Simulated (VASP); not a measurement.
All values below come from r2SCAN meta-GGA, VASP's PBE PAW potentials (set 64) (plane waves; VASP).

The input files of a VASP run:

INCAR:
```
SYSTEM  =  CsGeI3
PREC  =  Accurate; ENCUT  =  400; LREAL  =  .FALSE.
LASPH  =  .TRUE.
EDIFF  =  1E-7; NELM  =  100; ALGO  =  Normal
LMAXMIX  =  4; LMIXTAU  =  .TRUE.
ISMEAR  =  -5
METAGGA  =  R2SCAN
ISIF  =  2
LWAVE  =  .FALSE.; LCHARG  =  .FALSE.; LORBIT  =  11
NEDOS  =  601
LEFG  =  .TRUE.
```

### POSCAR
```
CsGeI3
1
    4.2227567995     2.4380102816     3.6526012845
   -4.2227567995     2.4380102816     3.6526012845
    0.0000000000    -4.8760195247     3.6526012636
I Cs Ge
3 1 1
Direct
  0.5050281473   0.9951640078   0.5050281473
  0.5050281473   0.5050281473   0.9951640078
  0.9951640078   0.5050281473   0.5050281473
  0.0107880172   0.0107880172   0.0107880172
  0.5460216803   0.5460216803   0.5460216804
```

KPOINTS:
```
Automatic mesh
0
Gamma
4 4 4
0 0 0
```

### KPOINTS_OPT
```
k-points along high-symmetry lines
8
Line-mode
Reciprocal
  0.000000   0.000000   0.000000 ! GAMMA
  0.500000   0.500000   0.500000 ! T

  0.500000   0.500000   0.500000 ! T
  0.523034   0.476966   0.500000 ! H_2

  0.500000  -0.476966   0.476966 ! H_0
  0.500000   0.000000   0.000000 ! L

  0.500000   0.000000   0.000000 ! L
  0.000000   0.000000   0.000000 ! GAMMA

  0.000000   0.000000   0.000000 ! GAMMA
  0.488483  -0.488483   0.000000 ! S_0

  0.511517   0.000000   0.488483 ! S_2
  0.500000   0.000000   0.500000 ! F

  0.500000   0.000000   0.500000 ! F
  0.000000   0.000000   0.000000 ! GAMMA
```

POTCAR, in this order: I Cs_sv Ge_d (PBE.64 set). Program: vasp_std.

Output of the run:

OSZICAR:
```
       N       E                     dE             d eps       ncg     rms          rms(c)
DAV:   1     0.227765196556E+03    0.22777E+03   -0.16732E+04   760   0.170E+03
DAV:   2    -0.718681426749E+02   -0.29963E+03   -0.29335E+03   768   0.397E+02
DAV:   3    -0.121813896608E+03   -0.49946E+02   -0.49002E+02   782   0.138E+02
DAV:   4    -0.124112603071E+03   -0.22987E+01   -0.22957E+01   854   0.342E+01
DAV:   5    -0.124173588798E+03   -0.60986E-01   -0.60977E-01  1034   0.576E+00    0.525E+00
DAV:   6    -0.120553861346E+03    0.36197E+01   -0.78303E-01   838   0.858E+00    0.452E+00
DAV:   7    -0.115362320793E+03    0.51915E+01   -0.18182E+00   780   0.698E+00    0.120E+00
DAV:   8    -0.116528304271E+03   -0.11660E+01   -0.44318E-01   798   0.396E+00    0.448E-01
DAV:   9    -0.117184325228E+03   -0.65602E+00   -0.34914E-01   690   0.390E+00    0.487E-01
DAV:  10    -0.116956004094E+03    0.22832E+00   -0.23199E-01   700   0.430E+00    0.414E-01
DAV:  11    -0.116959149901E+03   -0.31458E-02   -0.24361E-01   682   0.378E+00    0.253E-01
DAV:  12    -0.117150429798E+03   -0.19128E+00   -0.44172E-02   688   0.180E+00    0.162E-01
DAV:  13    -0.117187253608E+03   -0.36824E-01   -0.89901E-03   734   0.815E-01    0.138E-01
DAV:  14    -0.117187371704E+03   -0.11810E-03   -0.60871E-04   856   0.213E-01    0.107E-01
DAV:  15    -0.117201570187E+03   -0.14198E-01   -0.42310E-03   694   0.543E-01    0.419E-02
DAV:  16    -0.117203311630E+03   -0.17414E-02   -0.12449E-03   706   0.320E-01    0.262E-02
DAV:  17    -0.117203406188E+03   -0.94558E-04   -0.34606E-05   928   0.451E-02    0.255E-02
DAV:  18    -0.117203439865E+03   -0.33676E-04   -0.10501E-06   810   0.955E-03    0.264E-02
DAV:  19    -0.117203735829E+03   -0.29596E-03   -0.17351E-04   692   0.110E-01    0.758E-03
DAV:  20    -0.117203737950E+03   -0.21207E-05   -0.13569E-05   720   0.307E-02    0.954E-03
DAV:  21    -0.117203744076E+03   -0.61262E-05   -0.59273E-06   698   0.227E-02    0.500E-03
DAV:  22    -0.117203744630E+03   -0.55450E-06   -0.40998E-07   728   0.547E-03    0.386E-03
DAV:  23    -0.117203743742E+03    0.88830E-06   -0.16319E-06   702   0.114E-02    0.321E-03
DAV:  24    -0.117203747148E+03   -0.34062E-05   -0.12142E-06   696   0.912E-03    0.242E-03
DAV:  25    -0.117203747381E+03   -0.23293E-06   -0.20193E-07   480   0.415E-03    0.122E-03
DAV:  26    -0.117203747504E+03   -0.12238E-06   -0.58124E-08   424   0.192E-03    0.282E-04
DAV:  27    -0.117203747546E+03   -0.42585E-07   -0.13457E-08   372   0.933E-04
   1 F= -.11720375E+03 E0= -.11720375E+03  d E =0.000000E+00
       N       E                     dE             ncg
       N       E                     dE             ncg
       N       E                     dE             ncg
       N       E                     dE             ncg
       N       E                     dE             ncg
```

### OUTCAR
```
------------------------ aborting loop because EDIFF is reached ----------------------------------------
  FORCE on cell =-STRESS in cart. coord.  units (eV):
  Direction    XX          YY          ZZ          XY          YZ          ZX
  --------------------------------------------------------------------------------------
  Total        0.0383130      0.0383130     -0.0219786      0.0000000     -0.0000000      0.0000000
  in kB        0.2720640      0.2720641     -0.1560720      0.0000000     -0.0000000      0.0000000
  external PRESSURE =       0.1293520 kB  Pullay stress =       0.0000000 kB
  volume of cell :      225.62
      direct lattice vectors                 reciprocal lattice vectors
     4.222756799  2.438010282  3.652601285     0.118406061  0.068361767  0.091259156
    -4.222756799  2.438010282  3.652601285    -0.118406061  0.068361767  0.091259156
     0.000000000 -4.876019525  3.652601264     0.000000000 -0.136723534  0.091259175
 POSITION                                       TOTAL-FORCE (eV/Angst)
 -----------------------------------------------------------------------------------
     -2.06972      1.19496      7.32427        -0.012447      0.007186      0.003326
      0.00000     -2.38991      7.32427        -0.000000     -0.014373      0.003326
      2.06972      1.19496      7.32427         0.012447      0.007186      0.003326
      0.00000      0.00000      0.11821        -0.000000     -0.000000     -0.000530
      0.00000      0.00000      5.98320        -0.000000     -0.000000     -0.009446
 -----------------------------------------------------------------------------------
    total drift:                                0.000000      0.000010      0.005414
  FREE ENERGIE OF THE ION-ELECTRON SYSTEM (eV)
  ---------------------------------------------------
  free  energy   TOTEN  =      -117.2037475463 eV

  energy  without entropy=     -117.2037475463  energy(sigma->0) =     -117.20374755

 total charge

# of ion       s       p       d       tot
------------------------------------------
    1        1.510   2.823   0.013   4.347
    2        1.510   2.823   0.013   4.347
    3        1.510   2.823   0.013   4.347
    4        1.856   4.717   0.013   6.586
    5        1.333   0.738  10.015  12.086
--------------------------------------------------
tot          7.719  13.925  10.068  31.713

 Electric field gradients after diagonalization (V/A^2)
 (convention: |V_zz| > |V_xx| > |V_yy|)
----------------------------------------------------------------------
 ion       V_xx      V_yy      V_zz     asymmetry (V_yy - V_xx)/ V_zz
----------------------------------------------------------------------
   1    -222.526  -216.547   439.073       0.014
   2    -222.525  -216.548   439.073       0.014
   3    -222.526  -216.547   439.073       0.014
   4      -6.447    -6.446    12.894       0.000
   5      10.501    10.500   -21.001       0.000
```
(Selected blocks of OUTCAR.)

The structure comes from a measured CsGeI3 entry (R3m) of the Crystallography Open Database, whose conditions weren't checked. It was relaxed first, which changed the volume by +5 %.
